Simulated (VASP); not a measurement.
ZnSe: energy against volume

ZnSe (zinc blende, F-43m, 22.361 Å³/atom and stress up to 0.20 GPa in the relaxed cell, cube axes along x, y and z) under an equal strain ε along all three axes. PBEsol in VASP (plane waves, PAW), 480 eV, 10×10×10 Γ-centred mesh, Gaussian smearing 0.05 eV; ions are relaxed, or left where forces stay under 0.02 eV/Å, within the symmetry of each cell.

Here V stands for volume and E for E less E0.

| volume (Å³/atom) | E less E0 (meV/atom) | pressure (GPa) |
|---|---|---|
| 21.0456 | 19.76 | 4.79 |
| 21.3694 | 11.31 | 3.52 |
| 21.6964 | 5.28 | 2.34 |
| 22.0268 | 1.55 | 1.23 |
| 22.3606 | 0.00 | 0.20 |
| 22.6977 | 0.53 | -0.75 |
| 23.0381 | 3.00 | -1.64 |
| 23.3820 | 7.35 | -2.46 |
| 23.7292 | 13.45 | -3.23 |
| 24.4340 | ? | ? |

Q: Using the third-order Birch-Murnaghan form, a cubic in V^(-2/3), estimate the missing E at V = 24.4340 from the other rows, showing the fit.

A: With u = V^(-2/3) - 0.126, the rows have u = 0.005188, 0.003859, 0.002551, 0.001262, -0.000008, -0.001258, -0.002490, -0.003704, -0.004900. Least squares gives E = 0.006 + 402.9·u + 649050·u² + 1398783·u³. Residuals (row less fit): -0.001, 0.003, -0.001, -0.001, -0.003, 0.006, -0.005, 0.003, -0.001; standard error 0.004 (degrees of freedom: 5). Its minimum lies at u = -0.000311, so V0 = (0.125689)^(-3/2) = 22.44. There d²E/du² = 1295000 and d³E/du³ = 8393000, so B0 = (4/9) × 22.44^(-7/3) × 1295000 × 0.160218 = 64.9 GPa (the last factor turns the table's units into GPa), and B0' = 4 + (2/3) × 0.125689 × (8393000)/1295000 = 4.5. B0' rests on the cubic coefficient alone and has a standard error of 0.1 from these residuals. At the withheld row, u = -0.007240, so E = 0.006 + 402.9 × (-0.007240) + 649050 × (-0.007240)² + 1398783 × (-0.007240)³ = 30.580 meV/atom. The calculation gives 30.60 meV/atom, 0.020 meV/atom above the prediction (0.1 % of the range of E in the table). The row lies outside the fitted rows, so this is an extrapolation. The scatter of the fitted rows lies at the last printed digit.

Other structures, which can take over under pressure, weren't tried. The same form fitted to the pressure column gives B0' = 4.5; series where the two differ by over 0.4 aren't shown. Rows are the converged runs of the series near zero and its far end, less any whose ions stayed unrelaxed beside relaxed ones; series whose fitted rows scatter by over a few per cent of the range, as at a crossing or softening among them, aren't shown in this form.
